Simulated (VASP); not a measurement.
Calculation: LDA (Ceperley-Alder, Perdew-Zunger), VASP's LDA PAW potentials (set 64) (plane waves; VASP).

The input files of a VASP run:

**KPOINTS**
```
Automatic mesh
0
Gamma
11 11 4
0 0 0
```

File POSCAR:
```
BN
1
    1.2453450389    -2.1570012629     0.0000000000
    1.2453450389     2.1570012629     0.0000000000
    0.0000000000     0.0000000000     6.4613566291
B N
2 2
Direct
  0.3333330000   0.6666670000   0.2500000000
  0.6666670000   0.3333330000   0.7500000000
  0.6666670000   0.3333330000   0.2500000000
  0.3333330000   0.6666670000   0.7500000000
```

**INCAR**
```
SYSTEM = BN
PREC = Accurate
ENCUT = 520
EDIFF = 1E-7
NELM = 100
ALGO = Normal
LREAL = .FALSE.
LASPH = .TRUE.
ISMEAR = -5
LWAVE = .FALSE.
LCHARG = .TRUE.
LORBIT = 11
NEDOS = 601
ISIF = 2
LEFG = .TRUE.
```

POTCAR, in this order: B N (LDA.64 set). Program: vasp_std.

Output of the run:

### OSZICAR
```
       N       E                     dE             d eps       ncg     rms          rms(c)
DAV:   1     0.580089374074E+02    0.58009E+02   -0.83529E+03  1160   0.123E+03
DAV:   2    -0.387298791173E+02   -0.96739E+02   -0.88922E+02  1716   0.249E+02
DAV:   3    -0.425896030357E+02   -0.38597E+01   -0.38287E+01  1460   0.521E+01
DAV:   4    -0.426226861800E+02   -0.33083E-01   -0.33069E-01  1408   0.540E+00
DAV:   5    -0.426231285616E+02   -0.44238E-03   -0.44229E-03  1476   0.609E-01    0.111E+01
DAV:   6    -0.390724598146E+02    0.35507E+01   -0.89270E+00  1288   0.241E+01    0.491E+00
DAV:   7    -0.387010932504E+02    0.37137E+00   -0.47074E-01  1436   0.563E+00    0.296E+00
DAV:   8    -0.385836586220E+02    0.11743E+00   -0.32603E-01  1372   0.436E+00    0.369E-01
DAV:   9    -0.385805423543E+02    0.31163E-02   -0.11427E-02  1368   0.936E-01    0.175E-01
DAV:  10    -0.385805229930E+02    0.19361E-04   -0.49985E-04  1460   0.213E-01    0.293E-02
DAV:  11    -0.385805324645E+02   -0.94715E-05   -0.64367E-05  1448   0.682E-02    0.190E-02
DAV:  12    -0.385805297869E+02    0.26775E-05   -0.15379E-05  1396   0.322E-02    0.148E-03
DAV:  13    -0.385805298168E+02   -0.29823E-07   -0.52429E-07  1404   0.612E-03
   1 F= -.38580530E+02 E0= -.38580530E+02  d E =0.000000E+00
```

File OUTCAR:
```
------------------------ aborting loop because EDIFF is reached ----------------------------------------
  FORCE on cell =-STRESS in cart. coord.  units (eV):
  Direction    XX          YY          ZZ          XY          YZ          ZX
  --------------------------------------------------------------------------------------
  Total       -0.0021371     -0.0021371     -0.0071821      0.0000000      0.0000000      0.0000000
  in kB       -0.0986356     -0.0986357     -0.3314901      0.0000000      0.0000000      0.0000000
  external PRESSURE =      -0.1762538 kB  Pullay stress =       0.0000000 kB
  volume of cell :       34.71
      direct lattice vectors                 reciprocal lattice vectors
     1.245345039 -2.157001263  0.000000000     0.401495155 -0.231803295  0.000000000
     1.245345039  2.157001263  0.000000000     0.401495155  0.231803295  0.000000000
     0.000000000  0.000000000  6.461356629     0.000000000  0.000000000  0.154766260
  FREE ENERGIE OF THE ION-ELECTRON SYSTEM (eV)
  ---------------------------------------------------
  free  energy   TOTEN  =       -38.5805298168 eV

  energy  without entropy=      -38.5805298168  energy(sigma->0) =      -38.58052982

 total charge

# of ion       s       p       d       tot
------------------------------------------
    1        0.747   1.459   0.000   2.206
    2        0.747   1.459   0.000   2.206
    3        1.216   2.781   0.000   3.997
    4        1.216   2.781   0.000   3.997
--------------------------------------------------
tot          3.927   8.479   0.000  12.406

 Electric field gradients after diagonalization (V/A^2)
 (convention: |V_zz| > |V_xx| > |V_yy|)
----------------------------------------------------------------------
 ion       V_xx      V_yy      V_zz     asymmetry (V_yy - V_xx)/ V_zz
----------------------------------------------------------------------
   1     -17.745   -17.745    35.490       0.000
   2     -17.745   -17.745    35.490       0.000
   3      -3.880    -3.878     7.757       0.000
   4      -3.880    -3.878     7.757       0.000
```
(Selected blocks of OUTCAR.)

The compound is BN in the hex structure. It was relaxed first.
